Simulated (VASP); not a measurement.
Crystal: Si7B.

```
CELL_PARAMETERS angstrom
5.90630 0.00000 0.00000
-2.95315 5.11501 0.00000
0.00000 0.00000 4.77587
ATOMIC_POSITIONS crystal
Si 0.16592 0.33185 0.00000
Si 0.16592 0.83408 0.00000
Si 0.66815 0.83408 0.00000
Si 0.98963 0.49482 0.50000
Si 0.50518 0.49482 0.50000
Si 0.50518 0.01037 0.50000
Si 0.00000 0.00000 0.50000
B 0.66667 0.33333 0.00000
```

The cell was built by a generator and needn't be a form met in nature.

| Quantity | Value |
| --- | --- |
| Program | VASP 6.6.1 |
| Task | relaxation of cell and atoms |
| Functional | PBE |
| Potentials or basis | VASP PAW PBE potentials, release 64 (Si, B) |
| Cutoff | 520 eV |
| k mesh | 4 × 4 × 4 |
| Occupations | gaussian, width 0.15 eV |
| Spin | no spin polarisation |

At the start: pressure -14.5 GPa; volume 18.04 Å³/atom.

Task: Where does the relaxation end?

Result: Over 6 steps the energy falls by 304.0 meV/atom and the volume is 13.28 Å³/atom (-26.3 %); space group P-6m2 (No. 187, to 0.05 Å).

The path:
| step | energy change (eV) | largest force (eV/Å) | pressure (GPa) | volume (Å³) |
| --- | --- | --- | --- | --- |
| 1 | 0.0000 | 0.2858 | -14.46 | 144.28 |
| 2 | -2.3189 | 0.2843 | -4.74 | 112.84 |
| 3 | -2.4141 | 0.3251 | -0.81 | 107.61 |
| 4 | -2.4158 | 0.3327 | -0.09 | 106.76 |
| 5 | -2.4308 | 0.1180 | -0.05 | 106.40 |
| 6 | -2.4318 | 0.0768 | 0.00 | 106.27 |

Final structure:
```yaml
crystal:
  lattice:
    - [5.26178, 0.00000, 0.00000]
    - [-2.63089, 4.55683, 0.00000]
    - [0.00000, 0.00000, 4.43210]
  atoms:
    - { symbol: Si, position: [0.16903, 0.33806, 0.00000] }
    - { symbol: Si, position: [0.16903, 0.83097, 0.00000] }
    - { symbol: Si, position: [0.66194, 0.83097, 0.00000] }
    - { symbol: Si, position: [0.98869, 0.49434, 0.50000] }
    - { symbol: Si, position: [0.50566, 0.49434, 0.50000] }
    - { symbol: Si, position: [0.50566, 0.01131, 0.50000] }
    - { symbol: Si, position: [0.00000, 0.00000, 0.50000] }
    - { symbol: B, position: [0.66667, 0.33333, 0.00000] }
```

Caveat: the volume moved by over 15 % at a fixed basis, so the end points are rough.
